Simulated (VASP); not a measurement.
These are PBEsol GGA, VASP's PBE PAW potentials (set 64) (plane waves; VASP) values and carry that method's errors.

The input files of a VASP run:

POSCAR:
```
SnTe
1
    0.0000000000     3.1427427588     3.1427427588
    3.1427427588     0.0000000000     3.1427427588
    3.1427427588     3.1427427588     0.0000000000
Sn Te
1 1
Direct
  0.0000000000   0.0000000000   0.0000000000
  0.5000000000   0.5000000000   0.5000000000
```

KPOINTS:
```
Automatic mesh
0
Gamma
8 8 8
0 0 0
```

### INCAR
```
SYSTEM = SnTe
PREC = Normal
ENCUT = 400
EDIFF = 1E-5
NELM = 100
ALGO = Fast
LREAL = .FALSE.
LASPH = .TRUE.
ISMEAR = 0
SIGMA = 0.05
GGA = PS
LMAXMIX = 4
LWAVE = .FALSE.
LCHARG = .FALSE.
NELMIN = 4
IBRION = 2
ISIF = 2
NSW = 20
EDIFFG = -0.03
```

POTCAR, in this order: Sn_d Te (PBE.64 set). Program: vasp_std.

Output of the run:

File OUTCAR:
```
 ion  position               nearest neighbor table
   1  0.000  0.000  0.000-   2 3.14   2 3.14   2 3.14   2 3.14   2 3.14   2 3.14
   2  0.500  0.500  0.500-   1 3.14   1 3.14   1 3.14   1 3.14   1 3.14   1 3.14
  LATTYP: Found a face centered cubic cell.
 ALAT       =     6.2854855176
 Subroutine PRICEL returns:
 Original cell was already a primitive cell.
 Subroutine GETGRP returns: Found 48 space group operations
The static configuration has the point symmetry O_h .
The dynamic configuration has the point symmetry O_h .
 Subroutine INISYM returns: Found 48 space group operations
 Subroutine IBZKPT returns following result:
 Found     29 irreducible k-points:

 Following reciprocal coordinates:
            Coordinates               Weight
  0.000000  0.000000  0.000000      1.000000
  0.125000  0.000000  0.000000      8.000000
  0.250000  0.000000  0.000000      8.000000
  0.375000  0.000000  0.000000      8.000000
  0.500000  0.000000  0.000000      4.000000
  0.125000  0.125000  0.000000      6.000000
  0.250000  0.125000  0.000000     24.000000
  0.375000  0.125000  0.000000     24.000000
  0.500000  0.125000  0.000000     24.000000
...
```

### OSZICAR
```
       N       E                     dE             d eps       ncg     rms          rms(c)
DAV:   1     0.109572746252E+03    0.10957E+03   -0.87327E+03   820   0.140E+03
DAV:   2     0.871955056705E+00   -0.10870E+03   -0.10679E+03   854   0.324E+02
DAV:   3    -0.816041706418E+01   -0.90324E+01   -0.90063E+01  1088   0.908E+01
DAV:   4    -0.838411775849E+01   -0.22370E+00   -0.22365E+00   944   0.159E+01
DAV:   5    -0.839297442716E+01   -0.88567E-02   -0.88565E-02  1164   0.282E+00    0.497E+00
RMM:   6    -0.834082199645E+01    0.52152E-01   -0.70939E-02   864   0.238E+00    0.302E+00
RMM:   7    -0.833884546631E+01    0.19765E-02   -0.34839E-02   816   0.116E+00    0.697E-01
RMM:   8    -0.833762511443E+01    0.12204E-02   -0.49381E-03   873   0.910E-01    0.583E-02
RMM:   9    -0.833764662395E+01   -0.21510E-04   -0.78913E-04   981   0.301E-01    0.439E-02
RMM:  10    -0.833766383573E+01   -0.17212E-04   -0.18672E-04  1021   0.158E-01    0.382E-02
RMM:  11    -0.833766641416E+01   -0.25784E-05   -0.28951E-05   632   0.623E-02
   1 F= -.83376664E+01 E0= -.83376521E+01  d E =-.833767E+01
```

File OUTCAR:
```
------------------------ aborting loop because EDIFF is reached ----------------------------------------
  FORCE on cell =-STRESS in cart. coord.  units (eV):
  Direction    XX          YY          ZZ          XY          YZ          ZX
  --------------------------------------------------------------------------------------
  Total        0.0707217      0.0707217      0.0707217      0.0000000      0.0000000     -0.0000000
  in kB        1.8251837      1.8251837      1.8251837      0.0000000      0.0000000     -0.0000000
  external PRESSURE =       1.8251837 kB  Pullay stress =       0.0000000 kB
  volume of cell :       62.08
      direct lattice vectors                 reciprocal lattice vectors
     0.000000000  3.142742759  3.142742759    -0.159096699  0.159096699  0.159096699
     3.142742759  0.000000000  3.142742759     0.159096699 -0.159096699  0.159096699
     3.142742759  3.142742759  0.000000000     0.159096699  0.159096699 -0.159096699
 POSITION                                       TOTAL-FORCE (eV/Angst)
 -----------------------------------------------------------------------------------
      0.00000      0.00000      0.00000         0.000000     -0.000000     -0.000000
      3.14274      3.14274      3.14274        -0.000000      0.000000      0.000000
 -----------------------------------------------------------------------------------
    total drift:                                0.000000     -0.000000     -0.000000
  FREE ENERGIE OF THE ION-ELECTRON SYSTEM (eV)
  ---------------------------------------------------
  free  energy   TOTEN  =        -8.3376664142 eV

  energy  without entropy=       -8.3376378768  energy(sigma->0) =       -8.33765215

 reached required accuracy - stopping structural energy minimisation
```
(Selected blocks of OUTCAR.)

The compound is SnTe in the rock salt structure, which distorts at low temperature. It was relaxed first.
